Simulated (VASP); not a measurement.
Consider the following.

```yaml
crystal:
  lattice:
    - [0.00000, 3.21000, 3.21000]
    - [3.21000, 0.00000, 3.21000]
    - [3.21000, 3.21000, 0.00000]
  atoms:
    - { symbol: Mg, position: [0.00000, 0.00000, 0.00000] }
    - { symbol: Te, position: [0.25000, 0.25000, 0.25000] }
```

The numbers are results of G0W0 on PBE orbitals, VASP's PBE PAW potentials (set 64) (plane waves; VASP 6.6.1), not measurements. Settings: PREC = Normal, 500 eV cut-off, 6×6×6 Γ-centred mesh, Gaussian smearing of 0.010 eV, potentials Mg_sv_GW Te_GW.

The mesh is coarse and the basis finite, so the quasiparticle values are not converged.

NBANDS = 120, ENCUTGW = 180 eV, NOMEGA = 64. The PBE levels (eV) that the step starts from are:

```tsv
state	KS energy	filling
k1 (0.00, 0.00, 0.00), band 5	-8.06	2
k1 (0.00, 0.00, 0.00), band 6	2.18	2
k1 (0.00, 0.00, 0.00), band 7	2.18	2
k1 (0.00, 0.00, 0.00), band 8	2.18	2
k1 (0.00, 0.00, 0.00), band 9	4.69	0
k1 (0.00, 0.00, 0.00), band 10	7.68	0
k1 (0.00, 0.00, 0.00), band 11	7.68	0
k1 (0.00, 0.00, 0.00), band 12	7.68	0
k8 (-0.33, 0.17, 0.00), band 5	-7.46	2
k8 (-0.33, 0.17, 0.00), band 6	-0.69	2
k8 (-0.33, 0.17, 0.00), band 7	0.94	2
k8 (-0.33, 0.17, 0.00), band 8	1.74	2
k8 (-0.33, 0.17, 0.00), band 9	6.33	0
k8 (-0.33, 0.17, 0.00), band 10	7.48	0
k8 (-0.33, 0.17, 0.00), band 11	8.29	0
k8 (-0.33, 0.17, 0.00), band 12	9.19	0
k10 (0.33, 0.33, 0.00), band 5	-7.47	2
k10 (0.33, 0.33, 0.00), band 6	-0.36	2
k10 (0.33, 0.33, 0.00), band 7	1.22	2
k10 (0.33, 0.33, 0.00), band 8	1.22	2
k10 (0.33, 0.33, 0.00), band 9	5.59	0
k10 (0.33, 0.33, 0.00), band 10	6.10	0
k10 (0.33, 0.33, 0.00), band 11	10.12	0
k10 (0.33, 0.33, 0.00), band 12	10.28	0
```

Give the quasiparticle energies and renormalisation factors Z.

```tsv
state	QP energy (eV)	Z
k1 (0.00, 0.00, 0.00), band 5	-9.02	0.71
k1 (0.00, 0.00, 0.00), band 6	1.31	0.77
k1 (0.00, 0.00, 0.00), band 7	1.31	0.77
k1 (0.00, 0.00, 0.00), band 8	1.31	0.77
k1 (0.00, 0.00, 0.00), band 9	5.20	0.80
k1 (0.00, 0.00, 0.00), band 10	8.20	0.78
k1 (0.00, 0.00, 0.00), band 11	8.20	0.78
k1 (0.00, 0.00, 0.00), band 12	8.20	0.78
k8 (-0.33, 0.17, 0.00), band 5	-8.33	0.72
k8 (-0.33, 0.17, 0.00), band 6	-1.77	0.75
k8 (-0.33, 0.17, 0.00), band 7	-0.03	0.76
k8 (-0.33, 0.17, 0.00), band 8	0.83	0.77
k8 (-0.33, 0.17, 0.00), band 9	6.83	0.79
k8 (-0.33, 0.17, 0.00), band 10	7.86	0.78
k8 (-0.33, 0.17, 0.00), band 11	8.77	0.78
k8 (-0.33, 0.17, 0.00), band 12	9.69	0.78
k10 (0.33, 0.33, 0.00), band 5	-8.34	0.71
k10 (0.33, 0.33, 0.00), band 6	-1.40	0.75
k10 (0.33, 0.33, 0.00), band 7	0.26	0.76
k10 (0.33, 0.33, 0.00), band 8	0.26	0.76
k10 (0.33, 0.33, 0.00), band 9	5.87	0.79
k10 (0.33, 0.33, 0.00), band 10	6.53	0.79
k10 (0.33, 0.33, 0.00), band 11	10.71	0.78
k10 (0.33, 0.33, 0.00), band 12	10.87	0.77
```
On the mesh the gap opens from 2.50 to 3.89 eV.

The compound is MgTe in the zinc blende structure, whereas wurtzite is the usual form. The cell was not relaxed at this level.
